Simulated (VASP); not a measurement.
Here is the system:

```
GaN
1.0
    0.00000     2.24657     2.24657
    2.24657     0.00000     2.24657
    2.24657     2.24657     0.00000
Ga N
1 1
Cartesian
  0.00000   0.00000   0.00000
  1.12328   1.12328   1.12328
```

All values below come from AM05 GGA, VASP's PBE PAW potentials (set 64) (plane waves; VASP). Run with 520 eV cut-off, 10×10×10 Γ-centred mesh, Gaussian smearing of 0.050 eV, potentials Ga_d N.

Question: What does the run give for the energy per atom (σ→0), band gap (on the k-mesh) with the smallest direct gap where there is one?

Answer: 
The band gap (on the k-mesh) comes out as 1.83 eV. The smallest direct gap (on the k-mesh) is 1.83 eV and the energy per atom (σ→0) is -6340 meV/atom.

The compound is GaN in the zinc blende structure, a metastable form; wurtzite is the usual one. It was relaxed first.
